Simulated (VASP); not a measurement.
Crystal: Au.

```
Au
1.0
     0.00000    2.03500    2.03500
     2.03500    0.00000    2.03500
     2.03500    2.03500    0.00000
Au
1
Cartesian
  0.0000 0.0000 0.0000
```

* Program: VASP 6.6.1
* Task: relaxation of cell and atoms
* Functional: PBE
* Potentials or basis: VASP PAW PBE potentials, release 64 (Au)
* Cutoff: 600 eV
* k mesh: 16 × 16 × 16
* Occupations: methfessel-paxton, width 0.1 eV
* Spin: no spin polarisation

At the start: pressure 10.6 GPa; volume 16.85 Å³/atom.

Problem. Where does the relaxation end?

Solution. Over 4 steps the energy falls by 33.7 meV/atom and the volume is 17.95 Å³/atom (+6.5 %); space group Fm-3m (No. 225, to 0.05 Å).

Step by step:
```tsv
step	energy change (eV)	largest force (eV/Å)	pressure (GPa)	volume (Å³)
1	0.0000	0.0000	10.64	16.85
2	0.0292	0.0000	-9.95	19.74
3	-0.0337	0.0000	-0.17	17.97
4	-0.0337	0.0000	0.00	17.95
```

Final structure:
```
Au
1.0
     0.00000    2.07802    2.07802
     2.07802    0.00000    2.07802
     2.07802    2.07802    0.00000
Au
1
Direct
  0.00000 0.00000 0.00000
```
